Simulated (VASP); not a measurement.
Energy against volume of Tm (hcp). Level of theory: PW91 GGA, VASP's PBE PAW potentials (set 64) (plane waves; VASP 6.6.1). Settings: 520 eV cut-off, 12×12×7 Γ-centred mesh, first-order Methfessel-Paxton smearing of 0.10 eV, potentials Tm_3.

The 4f electrons are frozen in the core of the lanthanide potential, so 4f levels, which can set the real gap, and their magnetism are missing.

Shape and ions are relaxed at each volume.

| V (Å³/atom) | E (eV/atom) |
|---|---|
| 28.301 | -4.46060 |
| 29.204 | -4.47474 |
| 30.107 | -4.48004 |
| 31.010 | -4.47743 |

Q: Fit these four points and predict the energy of the run at 31.914 Å³/atom.

A: A cubic in V^(−2/3), the third-order Birch-Murnaghan form, passes through the four points with V0 = 30.25 Å³/atom and B0 = 46 GPa, and gives -4.4677 eV/atom there. The run gave -4.4678 eV/atom, -0.1 meV/atom from the fit; all five points give B0 = 46 GPa.

The compound is Tm in the hcp structure. It was relaxed first.
